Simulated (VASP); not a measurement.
```
Al2MgC2
1.0
    3.37577     0.00000     0.00000
   -1.68789     2.92350     0.00000
    0.00000     0.00000     5.76738
Mg Al C
1 2 2
Cartesian
  3.37577   0.00000   5.76738
  1.68789   0.97450   2.01901
  0.00000   1.94900   3.74837
  0.00000   1.94900   1.55299
  1.68789   0.97450   4.21439
```

Level of theory: PBEsol GGA, VASP's PBE PAW potentials (set 64) (plane waves; VASP). Numerical set-up: 520 eV cut-off, Gaussian smearing of 0.050 eV, potentials Mg Al C.

Problem. What does the run give for the band gap (along the path) with the smallest direct gap where there is one?

Solution. 
```json
{
 "band gap (along the path)": "1.69 eV",
 "smallest direct gap (along the path)": "2.98 eV"
}
```

Total energies compare only between runs with the same potentials, cut-off and functional.

The structure comes from a computed database's Al2MgC2 entry (P-3m1); how it stands against other phases isn't given here. It was relaxed first.
